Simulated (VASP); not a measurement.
## Nb3Sn: interstitial O from one void to a neighbouring one

Wanted: the minimum-energy path in Nb3Sn for this move: interstitial O from one void to a neighbouring one. The start is a cell from a database of measured crystal structures.

Main program and level: VASP 6.6.1; r2SCAN; plane waves and PAW (Sn, Nb_pv), in the first sound run; inputs show where later runs differ.

This is a report of a sequence of runs, with most program output left out.

**1. The host crystal**

It takes space group Pm-3n (No. 223, cubic). Conventional cell: a = 5.282 Å, b = 5.282 Å, c = 5.282 Å, α = 90.00°, β = 90.00°, γ = 90.00°. Sn has 12 Nb at 2.95 Å nearest. Nb has 2 Nb at 2.64 Å and 4 Sn at 2.95 Å nearest. Farther neighbours are not listed.

Coordinates:

```xyz
8
Lattice="5.2821 0.0000 0.0000 0.0000 5.2821 0.0000 0.0000 0.0000 5.2821" Properties=species:S:1:pos:R:3 pbc="T T T"
Sn    2.6410    2.6410    2.6410
Sn    0.0000    0.0000    0.0000
Nb    0.0000    2.6410    1.3205
Nb    0.0000    2.6410    3.9616
Nb    2.6410    1.3205    0.0000
Nb    3.9616    0.0000    2.6410
Nb    2.6410    3.9616    0.0000
Nb    1.3205    0.0000    2.6410
```

**2. Relax the host**

Cell and atoms are relaxed first, so that later runs start from this functional's own cell.

Input file INCAR:

```
SYSTEM = Nb3Sn
PREC = Accurate
ENCUT = 400
EDIFF = 1E-06
NELM = 120
ISMEAR = 1
SIGMA = 0.15
LREAL = .FALSE.
ALGO = Normal
METAGGA = R2SCAN
LASPH = .TRUE.
NBANDS = 45
LORBIT = 11
LWAVE = .FALSE.
LCHARG = .FALSE.
KPAR = 3
IBRION = 2
NSW = 40
ISIF = 3
EDIFFG = -0.02
POTIM = 0.4
```

Input file POSCAR:

```
Nb3Sn
1.0
    5.2821000000      0.0000000000      0.0000000000
    0.0000000000      5.2821000000      0.0000000000
    0.0000000000      0.0000000000      5.2821000000
Sn Nb
2 6
Direct
    0.5000000000      0.5000000000      0.5000000000
    0.0000000000      0.0000000000      0.0000000000
    0.0000000000      0.5000000000      0.2500000000
    0.0000000000      0.5000000000      0.7500000000
    0.5000000000      0.2500000000      0.0000000000
    0.7500000000      0.0000000000      0.5000000000
    0.5000000000      0.7500000000      0.0000000000
    0.2500000000      0.0000000000      0.5000000000
```

Input file KPOINTS:

```
Automatic mesh
0
Gamma
5 5 5
0 0 0
```

The projector-augmented-wave data sets are Sn and Nb_pv (PBE family, release 64).

On the command line:

```console
mpirun -np 3 vasp_std
```

Elapsed: 84 s, on 3 MPI ranks of Intel Xeon 6975P-C (Granite Rapids), shared host; peak memory 0.7 GiB.

The k-mesh is coarse for a metal. The PAW data sets were made with PBE, which is usual practice but a small mismatch for other functionals. The data set Sn keeps the semicore shell frozen, which is cheaper and a little less accurate. The run keeps the 48 symmetry operations of its start, so it cannot find a distortion of lower symmetry.

Relaxation path:

```csv
step,energy less that of the first step (eV),largest force (eV/Å),pressure (GPa),volume (Å³)
1,0.0000,0.0000,4.44,147.37
2,0.0405,0.0000,-5.40,156.26
3,-0.0498,0.0000,-0.03,151.08
```

```csv
"conventional cell, symmetrised",before,after,change
a (Å),5.282,5.326,+0.8 %
b (Å),5.282,5.326,+0.8 %
c (Å),5.282,5.326,+0.8 %
volume (Å³/atom),18.42,18.89,+2.5 %
```

Final coordinates:

```xyz
8
Lattice="5.3261 0.0000 0.0000 0.0000 5.3261 0.0000 0.0000 0.0000 5.3261" Properties=species:S:1:pos:R:3 pbc="T T T"
Sn    2.6630    2.6630    2.6630
Sn    0.0000    0.0000    0.0000
Nb    0.0000    2.6630    1.3315
Nb    0.0000    2.6630    3.9945
Nb    2.6630    1.3315    0.0000
Nb    3.9945    0.0000    2.6630
Nb    2.6630    3.9945    0.0000
Nb    1.3315    0.0000    2.6630
```

Numbers from this step:

| Quantity | Value |
| --- | --- |
| electronic cycles | 35 |
| electrons | 74 |
| free energy (TOTEN) | -199.6117 eV |
| energy at zero smearing | -199.5989 eV |
| Fermi energy | 5.636 eV |
| labelled metallic, from the levels on this mesh | yes |

The run ended after 3 ionic steps, 0.050 eV below its first step, once forces and stress met EDIFFG = -0.02.

**3. Relax the start**

This step: r2SCAN; plane waves and PAW (Sn, Nb_pv, O) (VASP 6.6.1).

System of this step: Nb12Sn4O. The cell holds 17 atoms: 4 Sn, 12 Nb and 1 O. Cell: a = 7.532 Å, b = 7.532 Å, c = 7.532 Å, α = 60.0°, β = 60.0°, γ = 60.0°. It derives from Nb3Sn. Nearest the centre at fractional (0.125, 0.000, 0.250): O17 at 0.93 Å, Nb9 at 1.60 Å, Nb5 at 1.64 Å, Nb13 at 2.46 Å, Nb8 at 2.48 Å, Sn3 at 2.49 Å, Sn1 at 2.50 Å, Nb15 at 2.84 Å.

A path needs two true minima; the start is relaxed with symmetry off.

Input file INCAR:

```
SYSTEM = Nb12Sn4O
PREC = Normal
ENCUT = 400
EDIFF = 1E-05
NELM = 120
ISMEAR = 1
SIGMA = 0.15
LREAL = Auto
ALGO = Normal
METAGGA = R2SCAN
LASPH = .TRUE.
NBANDS = 95
LORBIT = 11
LWAVE = .FALSE.
LCHARG = .FALSE.
KPAR = 3
IBRION = 2
NSW = 60
ISIF = 2
EDIFFG = -0.05
POTIM = 0.4
MAXMIX = 40
ISYM = 0
```

Input file POSCAR:

```
Nb12Sn4O
1.0
    0.0000000000      5.3260553482      5.3260553482
    5.3260553482      0.0000000000      5.3260553482
    5.3260553482      5.3260553482      0.0000000000
Sn Nb O
4 12 1
Direct
    0.2515141995      0.2497266328      0.2515710788
    0.7549847166      0.7466914754      0.7484150072
    0.0027837558     -0.0014147411     -0.0006015851
    0.5005276001      0.5015253751      0.4995791290
    0.3751716558      0.8730179262      0.1242165971
    0.8734011040      0.3755006845      0.6267480574
    0.6260004748      0.1240301001      0.8730337364
    0.1298373343      0.6239430406      0.3750220362
    0.8762154908      0.1231282182      0.3666910296
    0.3766018522      0.6242142187      0.8742004038
    0.8682267611      0.6303552851      0.1275974627
    0.3736237371      0.1288661483      0.6288047131
    0.1231851408      0.8774437101      0.6206261320
    0.6212080890      0.3762263100      0.1241830515
    0.1231769286      0.3764540554      0.8732754116
    0.6239369460      0.8741618659      0.3761966848
    0.1261608351      0.1250439902      0.1271856076
```

Input file KPOINTS:

```
Automatic mesh
0
Gamma
3 3 3
0 0 0
```

Potentials, in the order of the species: Sn, Nb_pv and O (PBE family, release 64).

On the command line:

```console
mpirun -np 3 vasp_std
```

The job ended after 13 min (3 MPI ranks; peak memory 1.2 GiB).

The steps of the relaxation:

```csv
step,energy less that of the first step (eV),largest force (eV/Å)
1,0.0000,5.3591
2,-1.3115,0.9828
3,-1.3225,0.6426
4,-1.3863,0.3615
5,-1.4091,0.4403
6,-1.4320,0.1087
7,-1.4336,0.1149
8,-1.4362,0.0439
```

The atoms that moved most (Å):

```csv
atom,dx,dy,dz,length
Sn3,-0.095,-0.121,-0.115,0.192
Sn1,0.107,0.092,0.105,0.177
Nb9,0.135,0.030,-0.091,0.165
Nb5,-0.089,0.095,0.005,0.130
Nb15,0.002,-0.082,0.096,0.126
Nb11,-0.053,0.001,-0.006,0.054
Sn2,0.004,-0.044,-0.030,0.053
Nb14,0.014,0.032,0.025,0.043
```

The relaxed structure:

```
Sn Nb O
1.0
     0.00000    5.32606    5.32606
     5.32606    0.00000    5.32606
     5.32606    5.32606    0.00000
Sn Nb O
4 12 1
Direct
  0.26000 0.26103 0.26042
  0.74775 0.74838 0.74741
  0.98954 0.99015 0.98998
  0.50214 0.50155 0.50131
  0.39292 0.85625 0.12428
  0.87795 0.37161 0.62470
  0.62449 0.12368 0.87238
  0.12637 0.62569 0.37659
  0.85783 0.12442 0.39069
  0.37120 0.62503 0.87744
  0.87277 0.62467 0.12329
  0.37688 0.12686 0.62508
  0.12345 0.87389 0.62403
  0.62525 0.37692 0.12610
  0.12439 0.39332 0.85670
  0.62445 0.87834 0.37115
  0.12916 0.12711 0.12518
```

This step gave:

```
electronic cycles       : 68
electrons               : 154
free energy (TOTEN)     : -406.7162 eV
energy at zero smearing : -406.7221 eV
Fermi energy            : 6.144 eV
```

The run ended after 8 ionic steps, 1.436 eV below its first step, once the forces on the free atoms met EDIFFG = -0.05.

**4. Relax the end**

The end state is relaxed in the same way, so that both ends share their errors.

INCAR is that of step 3.

Input file POSCAR:

```
Nb12Sn4O
1.0
    0.0000000000      5.3260553482      5.3260553482
    5.3260553482      0.0000000000      5.3260553482
    5.3260553482      5.3260553482      0.0000000000
Sn Nb O
4 12 1
Direct
    0.2519685160      0.2461485144      0.2507789293
    0.7480539428      0.7553799952      0.7479213622
   -0.0028962991      0.0017175675     -0.0017929083
    0.4985664830      0.4977452784      0.5024578823
    0.3765775427      0.8716697545      0.1241719221
    0.8728881679      0.3709204305      0.6299639223
    0.6262630962      0.1226196535      0.8783356055
    0.1284106009      0.6225411223      0.3744141682
    0.8698875540      0.1245480342      0.3788161181
    0.3758252007      0.6270862367      0.8725006592
    0.8693304285      0.6261815855      0.1245455299
    0.3734148355      0.1241809711      0.6291377667
    0.1267180195      0.8750408970      0.6249551646
    0.6236583224      0.3759855854      0.1273048130
    0.1232421072      0.3683056551      0.8807223382
    0.6226461125      0.8720015250      0.3774778070
    0.1247715949     -0.1215330074      0.3727827639
```

KPOINTS is that of step 3.

On the command line:

```console
mpirun -np 3 vasp_std
```

The job ended after 22 min (3 MPI ranks; peak memory 1.2 GiB; 57 min of CPU time).

The steps of the relaxation:

```csv
step,energy less that of the first step (eV),largest force (eV/Å)
1,0.0000,4.7662
2,-0.9707,1.9341
3,-1.1676,0.6157
4,-1.2354,0.3404
5,-1.2479,0.3764
6,-1.2720,0.2177
7,-1.2884,0.1911
8,-1.2888,0.2074
9,-1.2962,0.0952
10,-1.2962,0.1096
11,-1.2982,0.0485
```

The atoms that moved most (Å):

```csv
atom,dx,dy,dz,length
Nb13,0.145,0.050,-0.018,0.154
Nb9,0.136,-0.050,0.012,0.145
Nb5,-0.130,-0.002,0.060,0.143
Nb8,-0.121,-0.005,-0.073,0.142
Sn2,-0.069,0.024,-0.062,0.096
Nb10,0.044,0.047,-0.025,0.069
Sn4,0.052,0.029,0.010,0.060
Nb7,-0.042,-0.023,0.028,0.055
```

Final coordinates:

```cif
data_structure
_symmetry_space_group_name_H-M 'P 1'
_symmetry_Int_Tables_number 1
_cell_length_a 7.5322
_cell_length_b 7.5322
_cell_length_c 7.5322
_cell_angle_alpha 60.000
_cell_angle_beta 60.000
_cell_angle_gamma 60.000
_cell_volume 302.17
loop_
_atom_site_label
_atom_site_type_symbol
_atom_site_fract_x
_atom_site_fract_y
_atom_site_fract_z
_atom_site_occupancy
Sn1 Sn 0.25685 0.24833 0.24324 1
Sn2 Sn 0.75090 0.74083 0.74961 1
Sn3 Sn 0.99116 0.00662 0.00244 1
Sn4 Sn 0.49723 0.50087 0.50915 1
Nb5 Nb 0.39421 0.86523 0.10618 1
Nb6 Nb 0.87403 0.36719 0.62570 1
Nb7 Nb 0.63067 0.12341 0.86963 1
Nb8 Nb 0.13247 0.60468 0.36947 1
Nb9 Nb 0.85353 0.14310 0.38571 1
Nb10 Nb 0.37380 0.62441 0.88341 1
Nb11 Nb 0.87388 0.62351 0.12679 1
Nb12 Nb 0.37405 0.12354 0.62652 1
Nb13 Nb 0.11604 0.88231 0.64494 1
Nb14 Nb 0.61774 0.38111 0.12615 1
Nb15 Nb 0.12412 0.37441 0.87565 1
Nb16 Nb 0.62379 0.87446 0.37628 1
O17 O 0.12486 0.87653 0.37364 1
```

Numbers from this step:

- electronic cycles: 89
- free energy (TOTEN): -407.8571 eV
- energy at zero smearing: -407.8609 eV
- Fermi energy: 6.075 eV

The run ended after 11 ionic steps, 1.298 eV below its first step, once the forces on the free atoms met EDIFFG = -0.05.

**5. Nudged elastic band**

Images on a straight line between the ends relax across the path, while springs keep them spaced along it.

Input file INCAR:

```
SYSTEM = Nb12Sn4O
PREC = Normal
ENCUT = 400
EDIFF = 1E-05
NELM = 120
ISMEAR = 1
SIGMA = 0.15
LREAL = Auto
ALGO = Normal
METAGGA = R2SCAN
LASPH = .TRUE.
NBANDS = 95
LWAVE = .FALSE.
LCHARG = .FALSE.
IMAGES = 3
SPRING = -5
IBRION = 1
POTIM = 0.3
NSW = 60
EDIFFG = -0.05
ISYM = 0
ISIF = 0
```

Input file POSCAR:

```
Nb12Sn4O
1.0
    0.0000000000      5.3260553482      5.3260553482
    5.3260553482      0.0000000000      5.3260553482
    5.3260553482      5.3260553482      0.0000000000
Sn Nb O
4 12 1
Direct
    0.2600017858      0.2610326035      0.2604175687
    0.7477489511      0.7483767715      0.7474128675
    0.9895394474      0.9901499559      0.9899791937
    0.5021385659      0.5015520448      0.5013128659
    0.3929231820      0.8562524766      0.1242797156
    0.8779545551      0.3716083978      0.6247036603
    0.6244939155      0.1236839118      0.8723770172
    0.1263733495      0.6256861132      0.3765917521
    0.8578348242      0.1244169781      0.3906942699
    0.3711990598      0.6250347730      0.8774353781
    0.8727740278      0.6246715490      0.1232929778
    0.3768781369      0.1268629635      0.6250828832
    0.1234488511      0.8738906709      0.6240261657
    0.6252515474      0.3769203625      0.1261042196
    0.1243941116      0.3933240621      0.8566986812
    0.6244460767      0.8783377140      0.3711513582
    0.1291562339      0.1271129472      0.1251839789
```

KPOINTS is that of step 4.

Input file 00/POSCAR:

```
Nb12Sn4O
1.0
    0.0000000000      5.3260553482      5.3260553482
    5.3260553482      0.0000000000      5.3260553482
    5.3260553482      5.3260553482      0.0000000000
Sn Nb O
4 12 1
Direct
    0.2600017858      0.2610326035      0.2604175687
    0.7477489511      0.7483767715      0.7474128675
    0.9895394474      0.9901499559      0.9899791937
    0.5021385659      0.5015520448      0.5013128659
    0.3929231820      0.8562524766      0.1242797156
    0.8779545551      0.3716083978      0.6247036603
    0.6244939155      0.1236839118      0.8723770172
    0.1263733495      0.6256861132      0.3765917521
    0.8578348242      0.1244169781      0.3906942699
    0.3711990598      0.6250347730      0.8774353781
    0.8727740278      0.6246715490      0.1232929778
    0.3768781369      0.1268629635      0.6250828832
    0.1234488511      0.8738906709      0.6240261657
    0.6252515474      0.3769203625      0.1261042196
    0.1243941116      0.3933240621      0.8566986812
    0.6244460767      0.8783377140      0.3711513582
    0.1291562339      0.1271129472      0.1251839789
```

Input file 01/POSCAR:

```
Nb12Sn4O
1.0
    0.0000000000      5.3260553482      5.3260553482
    5.3260553482      0.0000000000      5.3260553482
    5.3260553482      5.3260553482      0.0000000000
Sn Nb O
4 12 1
Direct
    0.2592132083      0.2578561823      0.2561224308
    0.7485362381      0.7464901842      0.7479612312
    0.9899446770      0.9942662720      0.9930942604
    0.5009118266      0.5013824686      0.5032716332
    0.3932460083      0.8584964335      0.1197550904
    0.8769723475      0.3705029058      0.6249519019
    0.6260379042      0.1236154814      0.8716899635
    0.1278973676      0.6204356462      0.3748121599
    0.8567573728      0.1290872912      0.3894483282
    0.3718504560      0.6248782399      0.8789278720
    0.8730507369      0.6243822693      0.1241672118
    0.3761714800      0.1260313078      0.6254426131
    0.1215970292      0.8759957794      0.6292533882
    0.6233741156      0.3779686739      0.1261150564
    0.1243251830      0.3885945163      0.8614376618
    0.6242812881      0.8773686058      0.3724327536
    0.1280817834      0.0644684140      0.1872983198
```

Input file 02/POSCAR:

```
Nb12Sn4O
1.0
    0.0000000000      5.3260553482      5.3260553482
    5.3260553482      0.0000000000      5.3260553482
    5.3260553482      5.3260553482      0.0000000000
Sn Nb O
4 12 1
Direct
    0.2584246308      0.2546797610      0.2518272928
    0.7493235252      0.7446035968      0.7485095948
    0.9903499065      0.9983825880      0.9962093272
    0.4996850872      0.5012128924      0.5052304006
    0.3935688347      0.8607403904      0.1152304653
    0.8759901398      0.3693974137      0.6252001435
    0.6275818928      0.1235470509      0.8710029098
    0.1294213856      0.6151851791      0.3730325678
    0.8556799214      0.1337576043      0.3882023864
    0.3725018523      0.6247217067      0.8804203658
    0.8733274460      0.6240929896      0.1250414458
    0.3754648230      0.1251996520      0.6258023430
    0.1197452073      0.8781008879      0.6344806108
    0.6214966838      0.3790169854      0.1261258932
    0.1242562544      0.3838649704      0.8661766424
    0.6241164996      0.8763994976      0.3737141491
    0.1270073330      0.0018238807      0.2494126608
```

Input file 03/POSCAR:

```
Nb12Sn4O
1.0
    0.0000000000      5.3260553482      5.3260553482
    5.3260553482      0.0000000000      5.3260553482
    5.3260553482      5.3260553482      0.0000000000
Sn Nb O
4 12 1
Direct
    0.2576360534      0.2515033398      0.2475321549
    0.7501108122      0.7427170095      0.7490579584
    0.9907551360      1.0024989040      0.9993243939
    0.4984583478      0.5010433161      0.5071891679
    0.3938916610      0.8629843474      0.1107058402
    0.8750079322      0.3682919216      0.6254483850
    0.6291258815      0.1234786204      0.8703158560
    0.1309454037      0.6099347120      0.3712529756
    0.8546024701      0.1384279174      0.3869564447
    0.3731532486      0.6245651736      0.8819128597
    0.8736041551      0.6238037098      0.1259156798
    0.3747581660      0.1243679963      0.6261620730
    0.1178933854      0.8802059964      0.6397078334
    0.6196192520      0.3800652968      0.1261367301
    0.1241873259      0.3791354246      0.8709156229
    0.6239517110      0.8754303895      0.3749955446
    0.1259328826     -0.0608206525      0.3115270017
```

Input file 04/POSCAR:

```
Nb12Sn4O
1.0
    0.0000000000      5.3260553482      5.3260553482
    5.3260553482      0.0000000000      5.3260553482
    5.3260553482      5.3260553482      0.0000000000
Sn Nb O
4 12 1
Direct
    0.2568474759      0.2483269186      0.2432370170
    0.7508980993      0.7408304222      0.7496063221
    0.9911603656      1.0066152201      1.0024394606
    0.4972316085      0.5008737399      0.5091479352
    0.3942144873      0.8652283043      0.1061812150
    0.8740257246      0.3671864296      0.6256966266
    0.6306698702      0.1234101900      0.8696288023
    0.1324694218      0.6046842450      0.3694733834
    0.8535250187      0.1430982305      0.3857105030
    0.3738046448      0.6244086405      0.8834053535
    0.8738808642      0.6235144301      0.1267899138
    0.3740515091      0.1235363406      0.6265218029
    0.1160415635      0.8823111049      0.6449350559
    0.6177418202      0.3811136082      0.1261475669
    0.1241183973      0.3744058788      0.8756546035
    0.6237869225      0.8744612813      0.3762769400
    0.1248584321     -0.1234651858      0.3736413426
```

On the command line:

```console
mpirun -np 3 vasp_std
```

The job ended after 2.5 h (3 MPI ranks; peak memory 1.2 GiB).

The run was stopped at its time limit, so it gives no result of its own.

**6. Summary of results**

| Quantity | Value |
| --- | --- |
| result | none |

**Reading.** The session ends without its result: «nudged elastic band» met its time limit.

[Lines on the potential files, build, host, timing and source positions are cut from VASP's logs without a mark.]

[Logs are printed without paths, hosts, clocks, repeated set-up lines and the standing remarks that a program may print on its own settings, such as how far it seeks lower states.]

[Hosts, paths, dates, database ids (printed as entryN), source tags and the programs' standing remarks are cut or masked in the printed files.]

[Runs that stopped without an error message from VASP are left out.]
